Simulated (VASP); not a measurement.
# GaP: quasiparticle gap under strain, part 2 of 4

Wanted: the deformation potential of the gap of GaP, from G0W0. The cell is of the zinc-blende type, one of the forms listed for this formula, which need not be the common one. The start is a cell from a database of measured crystal structures.

VASP 6.6.1, plane waves and PAW; the level of theory is named at each step.

So far, quasiparticle gap on the mesh (eV): step 3 (G0W0) 2.18. Also gap on the k-mesh (eV): step 2 (empty bands) 1.65.

### Step 4. Ground state of a strained cell, scale 0.94

This step: PBE; plane waves and PAW (Ga_d_GW, P_GW) (VASP 6.6.1).

The volume is scaled by 0.94, at the same cutoff, mesh and band count, and the chain is run again.

File INCAR:

```
SYSTEM = GaP
PREC = Accurate
ENCUT = 430
EDIFF = 1E-08
NELM = 100
ISMEAR = 0
SIGMA = 0.01
LREAL = .FALSE.
ALGO = Normal
GGA = PE
NBANDS = 15
LORBIT = 11
LWAVE = .TRUE.
LCHARG = .FALSE.
KPAR = 8
```

File POSCAR:

```
GaP
1.0
    0.0000000000      2.6696170428      2.6696170428
    2.6696170428      0.0000000000      2.6696170428
    2.6696170428      2.6696170428      0.0000000000
Ga P
1 1
Direct
    0.0000000000      0.0000000000      0.0000000000
    0.7500000000      0.7500000000      0.7500000000
```

File KPOINTS:

```
Automatic mesh
0
Gamma
6 6 6
0 0 0
```

PAW data sets: Ga_d_GW and P_GW (PBE family, release 64).

Run with:

```
$ mpirun -np 8 vasp_std
```

The log of the run:

```text
[banner, memory and clock lines left out]
running    8 mpi-ranks, on    1 nodes
 distrk:  each k-point on    1 cores,    8 groups
 distr:  one band on    1 cores,    1 groups

 POSCAR found type information on POSCAR GaP
 POSCAR found :  2 types and       2 ions
 [... a notice as in an earlier step ...]

 LDA part: xc-table for (Slater+PW92), standard interpolation
 POSCAR, INCAR and KPOINTS ok, starting setup
 FFT: planning ... GRIDC
 FFT: planning ... GRID_SOFT
 FFT: planning ... GRID
 WAVECAR not read
 entering main loop
       N       E                     dE             d eps       ncg     rms          rms(c)
DAV:   1     0.127410966389E+03    0.12741E+03   -0.93878E+03   488   0.135E+03
DAV:   2     0.690418126717E+00   -0.12672E+03   -0.12155E+03   557   0.340E+02
DAV:   3    -0.895153922790E+01   -0.96420E+01   -0.96030E+01   663   0.116E+02
DAV:   4    -0.928683232541E+01   -0.33529E+00   -0.33518E+00   731   0.230E+01
DAV:   5    -0.930271477802E+01   -0.15882E-01   -0.15882E-01   736   0.324E+00    0.515E+00
DAV:   6    -0.903150778596E+01    0.27121E+00   -0.46910E-01   776   0.155E+01    0.291E+00
DAV:   7    -0.899542999758E+01    0.36078E-01   -0.11461E-01   665   0.294E+00    0.103E+00
DAV:   8    -0.899556429944E+01   -0.13430E-03   -0.83677E-03   589   0.679E-01    0.164E-01
DAV:   9    -0.899588112250E+01   -0.31682E-03   -0.12349E-03   695   0.327E-01    0.486E-02
DAV:  10    -0.899601895126E+01   -0.13783E-03   -0.16743E-04   612   0.131E-01    0.133E-02
DAV:  11    -0.899603154648E+01   -0.12595E-04   -0.22392E-05   748   0.591E-02    0.288E-03
DAV:  12    -0.899603220276E+01   -0.65629E-06   -0.11775E-06   603   0.972E-03    0.850E-04
DAV:  13    -0.899603223034E+01   -0.27575E-07   -0.66024E-08   725   0.189E-03    0.104E-04
DAV:  14    -0.899603223256E+01   -0.22196E-08   -0.33512E-09   450   0.577E-04
   1 F= -.89960322E+01 E0= -.89960322E+01  d E =-.986807E-13
 writing wavefunctions
```

Elapsed: 3.4 s, on 8 MPI ranks of Intel Xeon Platinum 8259CL at 2.50GHz (Skylake/Cascade Lake), shared host; peak memory 1.3 GiB; 22 s of CPU time.

OUTCAR, selected parts (step 4):

```text
  LATTYP: Found a face centered cubic cell.
 ALAT       =     5.3392340856

The static configuration has the point symmetry T_d .

 Found     16 irreducible k-points:

   k-points           NKPTS =     16   k-points in BZ     NKDIM =     16   number of bands    NBANDS=     15

   ENCUT  =  430.0 eV  31.60 Ry    5.62 a.u.   6.38  6.38  6.38*2*pi/ulx,y,z

   NELECT =      18.0000    total number of electrons

 E-fermi :   5.0456

 k-point     1 :       0.0000    0.0000    0.0000
  band No.  band energies     occupation
    ...
      5      -9.5523      2.00000
      6      -7.9783      2.00000
      7       5.0004      2.00000
      8       5.0004      2.00000
      9       5.0004      2.00000
     10       7.3412      0.00000
     11       8.8565      0.00000
     12       8.8565      0.00000
     13       8.8565      0.00000
     14      14.0910      0.00000
    ...

 k-point     2 :       0.1667    0.0000    0.0000
  band No.  band energies     occupation
    ...
      5      -9.5523      2.00000
      6      -7.5910      2.00000
      7       2.5522      2.00000
      8       4.5917      2.00000
      9       4.5917      2.00000
     10       7.6742      0.00000
     11       9.4470      0.00000
     12       9.4470      0.00000
     13      10.2698      0.00000
     14      13.9599      0.00000
    ...

  Total        2.0663243      2.0663243      2.0663243      0.0000000      0.0000000      0.0000000
  in kB       87.0025888     87.0025888     87.0025888      0.0000000      0.0000000      0.0000000
  external PRESSURE =      87.0025888 kB  Pullay stress =       0.0000000 kB

  energy-cutoff  :      430.00
  volume of cell :       38.05
      direct lattice vectors                 reciprocal lattice vectors
     0.000000000  2.669617043  2.669617043    -0.187292781  0.187292781  0.187292781
     2.669617043  0.000000000  2.669617043     0.187292781 -0.187292781  0.187292781
     2.669617043  2.669617043  0.000000000     0.187292781  0.187292781 -0.187292781

 POSITION                                       TOTAL-FORCE (eV/Angst)
 -----------------------------------------------------------------------------------
      0.00000      0.00000      0.00000         0.000000      0.000000      0.000000
      4.00443      4.00443      4.00443        -0.000000     -0.000000     -0.000000
 -----------------------------------------------------------------------------------
    total drift:                               -0.000010     -0.000010     -0.000010

  FREE ENERGIE OF THE ION-ELECTRON SYSTEM (eV)
  ---------------------------------------------------
  free  energy   TOTEN  =        -8.9960322326 eV

  energy  without entropy=       -8.9960322326  energy(sigma->0) =       -8.99603223

 total charge
# of ion       s       p       d       tot
------------------------------------------
    1        0.859   0.920   9.977  11.756
    2        1.117   1.773   0.054   2.943
--------------------------------------------------
tot          1.976   2.693  10.031  14.700

[... 3 parts as in an earlier step ...]

[... 6 further parts left out ...]
```

This step gave:

```
free energy (TOTEN)            : -8.996 eV
Fermi energy                   : 5.046 eV
pressure                       : 8.700 GPa
gap on the k-mesh              : 1.509 eV
least direct gap on the k-mesh : 2.341 eV
```

The run ends at a pressure of 8.70 GPa.

### Step 5. Empty bands, scale 0.94

The empty bands are made again, for the run that follows.

File INCAR:

```
SYSTEM = GaP
PREC = Accurate
ENCUT = 430
ISMEAR = 0
SIGMA = 0.01
LREAL = .FALSE.
GGA = PE
NBANDS = 176
ALGO = Exact
NELM = 1
LWAVE = .TRUE.
LCHARG = .FALSE.
LOPTICS = .TRUE.
NEDOS = 1000
CSHIFT = 0.1
```

POSCAR is that of step 4.

KPOINTS is that of step 4.

Run with:

```
$ mpirun -np 8 vasp_std
```

The log of the run:

```text
[banner, memory and clock lines left out]
running    8 mpi-ranks, on    1 nodes
[...]
[... a notice as in an earlier step ...]

 LDA part: xc-table for (Slater+PW92), standard interpolation
 found WAVECAR, reading the header
  number of bands has changed, file:    15 present:   176
  trying to continue reading WAVECAR, but it might fail
 POSCAR, INCAR and KPOINTS ok, starting setup
[...]
reading WAVECAR
 random initialization beyond band           15
 the WAVECAR file was read successfully
 initial charge from wavefunction
 entering main loop
       N       E                     dE             d eps       ncg     rms          rms(c)
DIA:   1    -0.899603223095E+01   -0.89960E+01    0.00000E+00     0   0.000E+00
   1 F= -.89960322E+01 E0= -.89960322E+01  d E =-.514553E-34
 writing wavefunctions
 optical routines
 imaginary and real dielectric function
 recalculating local potential from charge density
 direction            1
 direction            2
 direction            3
```

It took 5.6 s on 8 MPI ranks; peak memory 1.2 GiB; 40 s of CPU time.

From OUTCAR (step 5):

```text
  Total        2.0668869      2.0668869      2.0668869      0.0000000      0.0000000      0.0000000
  in kB       87.0262758     87.0262758     87.0262758      0.0000000      0.0000000      0.0000000
  external PRESSURE =      87.0262758 kB  Pullay stress =       0.0000000 kB

  FREE ENERGIE OF THE ION-ELECTRON SYSTEM (eV)
  ---------------------------------------------------
  free  energy   TOTEN  =        -8.9960322310 eV

  energy  without entropy=       -8.9960322310  energy(sigma->0) =       -8.99603223

[... 3 parts as in an earlier step ...]

[... 1 further part left out ...]
[key lines of the parts left out:]
E-fermi :   5.0837
```

### Step 6. G0W0, scale 0.94

This step: G0W0 on PBE; plane waves and PAW (Ga_d_GW, P_GW) (VASP 6.6.1).

G0W0 on the strained cell, with unchanged settings.

File INCAR:

```
SYSTEM = GaP
PREC = Accurate
ENCUT = 430
ISMEAR = 0
SIGMA = 0.01
LREAL = .FALSE.
GGA = PE
NBANDS = 176
ALGO = EVGW0
NELMGW = 1
ENCUTGW = 150
NOMEGA = 48
PRECFOCK = Fast
NBANDSGW = 24
LWAVE = .FALSE.
LCHARG = .FALSE.
```

POSCAR is that of step 5.

KPOINTS is that of step 5.

Run with:

```
$ mpirun -np 8 vasp_std
```

The log of the run:

```text
[banner, memory and clock lines left out]
running    8 mpi-ranks, on    1 nodes
[...]
[... a notice as in an earlier step ...]

 [... a notice as in an earlier step ...]

 LDA part: xc-table for (Slater+PW92), standard interpolation
 found WAVECAR, reading the header
 POSCAR, INCAR and KPOINTS ok, starting setup
[...]
reading WAVECAR
 the WAVECAR file was read successfully
 initial charge from wavefunction
 available memory per node:     67.60 GB, setting MAXMEM to     69219

 The Fermi energy was updated, please check that it is located mid-gap
 values below the HOMO (VB) or above the LUMO (CB) will cause erroneous energies
 E-fermi :   5.7550

 calculate exact exchange contribution
 the WAVEDER file was read successfully
energies w=
    0.000    0.000    0.593    0.000    1.183    0.000    1.768    0.000
    2.347    0.000    2.917    0.000    3.478    0.000    4.029    0.000
    4.570    0.000    5.101    0.000    5.622    0.000    6.135    0.000
[...]
total number of BLAS operations       3519.80 Gflops
NQ=  12   -0.3333    0.3333    0.0000,
|.........|.........|.........|.........|.........|.........|.........|.........
 performed      19342000 updates of chi_q(r,r)
 total number of BLAS operations       3910.36 Gflops
NQ=  13    0.5000    0.5000    0.0000,
|.........|.........|.........|.........|.........|.........|.........|.........
 performed      20379000 updates of chi_q(r,r)
 total number of BLAS operations       4097.18 Gflops
NQ=  14    0.5000    0.3333    0.1667,
|.........|.........|.........|.........|.........|.........|.........|.........
 performed      22717000 updates of chi_q(r,r)
 total number of BLAS operations       4552.54 Gflops
NQ=  15   -0.3333    0.3333    0.1667,
|.........|.........|.........|.........|.........|.........|.........|.........
 performed      24920000 updates of chi_q(r,r)
 total number of BLAS operations       5015.21 Gflops
NQ=  16   -0.3333    0.5000    0.1667,
|.........|.........|.........|.........|.........|.........|.........|.........
 performed      26743000 updates of chi_q(r,r)
 total number of BLAS operations       5398.08 Gflops
 resolving degeneracies of screened two electron integrals

 calculate QP shifts <psi_nk| G(iteration)W_0 |psi_nk>: iteration 1
 entering main loop
```

Wall time 3.1 min (8 MPI ranks); peak memory 2.4 GiB; 25 min of CPU time.

From OUTCAR (step 6):

```text
 QP shifts <psi_nk| G(iteration)W_0 |psi_nk>: iteration 1
 for sc-GW calculations column KS-energies equals QP-energies in previous step
 and V_xc(KS)=  KS-energies - (<T + V_ion + V_H > + <T+V_H+V_ion>^1  + <V_x>^1)
 k-point   1 :       0.0000    0.0000    0.0000
  band No.  KS-energies  QP-energies   sigma(KS)   V_xc(KS)     V^pw_x(r,r')   Z            occupation Imag(sigma)
    ...
      6      -7.9783      -8.5378     -12.3257     -11.4694     -18.9153       0.6535       2.0000       1.0599
      7       5.0003       4.3892     -13.6270     -12.8307     -14.6131       0.7675       2.0000       0.0318
      8       5.0003       4.3892     -13.6270     -12.8307     -14.6131       0.7675       2.0000       0.0318
      9       5.0003       4.3892     -13.6270     -12.8307     -14.6131       0.7675       2.0000       0.0318
     10       7.3412       7.6770     -11.2284     -11.6632      -6.9476       0.7724       0.0000      -0.0730
     11       8.8565       9.0506     -10.4433     -10.6946      -6.1035       0.7724       0.0000      -0.0764
     12       8.8565       9.0506     -10.4433     -10.6946      -6.1035       0.7724       0.0000      -0.0764
     13       8.8565       9.0506     -10.4433     -10.6946      -6.1035       0.7724       0.0000      -0.0764
    ...

[... 2 parts as in an earlier step ...]

[... 1 further part left out ...]
[key lines of the parts left out:]
E-fermi :   5.7550
```

The gap is now 2.072 eV, -104 meV against the unstrained cell. Spin-orbit coupling is left out.

### Step 7. Ground state of a strained cell, scale 0.97

This step: PBE; plane waves and PAW (Ga_d_GW, P_GW) (VASP 6.6.1).

The volume is scaled by 0.97, at the same cutoff, mesh and band count, and the chain is run again.

File INCAR:

```
SYSTEM = GaP
PREC = Accurate
ENCUT = 430
EDIFF = 1E-08
NELM = 100
ISMEAR = 0
SIGMA = 0.01
LREAL = .FALSE.
ALGO = Normal
GGA = PE
NBANDS = 15
LORBIT = 11
LWAVE = .TRUE.
LCHARG = .FALSE.
KPAR = 8
```

File POSCAR:

```
GaP
1.0
    0.0000000000      2.6977203400      2.6977203400
    2.6977203400      0.0000000000      2.6977203400
    2.6977203400      2.6977203400      0.0000000000
Ga P
1 1
Direct
    0.0000000000      0.0000000000      0.0000000000
    0.7500000000      0.7500000000      0.7500000000
```

KPOINTS is that of step 6.

Run with:

```
$ mpirun -np 8 vasp_std
```

The log of the run:

```text
[... set-up lines as in an earlier step ...]
 entering main loop
       N       E                     dE             d eps       ncg     rms          rms(c)
DAV:   1     0.121009484292E+03    0.12101E+03   -0.95150E+03   512   0.136E+03
DAV:   2    -0.624609002252E-01   -0.12107E+03   -0.11678E+03   529   0.331E+02
DAV:   3    -0.903166805060E+01   -0.89692E+01   -0.89154E+01   669   0.113E+02
DAV:   4    -0.934346856477E+01   -0.31180E+00   -0.31170E+00   768   0.217E+01
[...]
DAV:  12    -0.905068055374E+01   -0.65683E-06   -0.12874E-06   630   0.961E-03    0.705E-04
DAV:  13    -0.905068056965E+01   -0.15909E-07   -0.53259E-08   728   0.185E-03    0.105E-04
DAV:  14    -0.905068057282E+01   -0.31682E-08   -0.36282E-09   492   0.586E-04
   1 F= -.90506806E+01 E0= -.90506806E+01  d E =-.382075E-17
 writing wavefunctions
```

Run time: 3.4 s. Hardware: 8 MPI ranks; peak memory 1.3 GiB; 23 s of CPU time.

From OUTCAR (step 7):

```text
  Total        1.3111744      1.3111744      1.3111744      0.0000000      0.0000000     -0.0000000
  in kB       53.4995656     53.4995656     53.4995656      0.0000000      0.0000000     -0.0000000
  external PRESSURE =      53.4995656 kB  Pullay stress =       0.0000000 kB

 POSITION                                       TOTAL-FORCE (eV/Angst)
 -----------------------------------------------------------------------------------
      0.00000      0.00000      0.00000        -0.000000     -0.000000      0.000000
      4.04658      4.04658      4.04658         0.000000      0.000000     -0.000000
 -----------------------------------------------------------------------------------
    total drift:                               -0.000011     -0.000011     -0.000011

  FREE ENERGIE OF THE ION-ELECTRON SYSTEM (eV)
  ---------------------------------------------------
  free  energy   TOTEN  =        -9.0506805728 eV

  energy  without entropy=       -9.0506805728  energy(sigma->0) =       -9.05068057

[... 1 part as in an earlier step ...]

[... 2 further parts left out ...]
[key lines of the parts left out:]
E-fermi :   4.7276
```

The run ends at a pressure of 5.35 GPa.

### Step 8. Empty bands, scale 0.97

The empty bands are made again, for the run that follows.

File INCAR:

```
SYSTEM = GaP
PREC = Accurate
ENCUT = 430
ISMEAR = 0
SIGMA = 0.01
LREAL = .FALSE.
GGA = PE
NBANDS = 176
ALGO = Exact
NELM = 1
LWAVE = .TRUE.
LCHARG = .FALSE.
LOPTICS = .TRUE.
NEDOS = 1000
CSHIFT = 0.1
```

POSCAR is that of step 7.

KPOINTS is that of step 7.

Run with:

```
$ mpirun -np 8 vasp_std
```

The log of the run:

```text
[... set-up lines as in an earlier step ...]
 entering main loop
       N       E                     dE             d eps       ncg     rms          rms(c)
DIA:   1    -0.905068057149E+01   -0.90507E+01    0.00000E+00     0   0.000E+00
   1 F= -.90506806E+01 E0= -.90506806E+01  d E =-.377279E-21
 writing wavefunctions
 optical routines
 imaginary and real dielectric function
 recalculating local potential from charge density
 direction            1
 direction            2
 direction            3
```

Run time: 6 s. Hardware: 8 MPI ranks; peak memory 1.2 GiB; 44 s of CPU time.

OUTCAR, selected parts (step 8):

```text
  Total        1.3123811      1.3123811      1.3123811     -0.0000000      0.0000000     -0.0000000
  in kB       53.5488038     53.5488038     53.5488038     -0.0000000      0.0000000     -0.0000000
  external PRESSURE =      53.5488038 kB  Pullay stress =       0.0000000 kB

 POSITION                                       TOTAL-FORCE (eV/Angst)
 -----------------------------------------------------------------------------------
      0.00000      0.00000      0.00000         0.000000     -0.000000     -0.000000
      4.04658      4.04658      4.04658        -0.000000      0.000000      0.000000
 -----------------------------------------------------------------------------------
    total drift:                               -0.000011     -0.000011     -0.000011

  FREE ENERGIE OF THE ION-ELECTRON SYSTEM (eV)
  ---------------------------------------------------
  free  energy   TOTEN  =        -9.0506805715 eV

  energy  without entropy=       -9.0506805715  energy(sigma->0) =       -9.05068057

[... 2 parts as in an earlier step ...]

[... 1 further part left out ...]
[key lines of the parts left out:]
E-fermi :   4.7354
```

(Continued in part 3 of 4.)

[Lines on the potential files, build, host, timing and source positions are cut from VASP's logs without a mark.]

[Logs are printed without paths, hosts, clocks, repeated set-up lines and the standing remarks that a program may print on its own settings, such as how far it seeks lower states.]

[Hosts, paths, dates, database ids (printed as entryN), source tags and the programs' standing remarks are cut or masked in the printed files.]

[Pressures printed for these runs are not shown converged in the cutoff: they can be off by several GPa and have the wrong sign.]

[In band tables of VASP the shares of atoms and orbitals are scaled to a sum of 1 inside the atoms' spheres.]
